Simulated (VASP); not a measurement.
Given:

```yaml
crystal:
  lattice:
    - [0.00000, 1.95801, 1.95801]
    - [1.95801, 0.00000, 1.95801]
    - [1.95801, 1.95801, 0.00000]
  atoms:
    - { symbol: Al, position: [0.00000, 0.00000, 0.00000] }
```

These are LDA (Ceperley-Alder, Perdew-Zunger), VASP's LDA PAW potentials (set 64) (plane waves; VASP) values and carry that method's errors. Settings: 500 eV cut-off, 16×16×16 Γ-centred mesh, first-order Methfessel-Paxton smearing of 0.10 eV, potentials Al.

**Question.** Predict the energy per atom (σ→0), pressure, band gap (on the k-mesh) with the smallest direct gap where there is one.

**Answer.** 
```
Item                                                        Result
------------------------  ----------------------------------------
band gap (on the k-mesh)  none (metal, semimetal or under 0.01 eV)
energy per atom (σ→0)                               -4.185 eV/atom
pressure                                                  5.00 GPa
```

Only differences to runs with the same potentials and settings are physical.

The compound is Al in the fcc structure. It was relaxed first under an external pressure of 5 GPa.
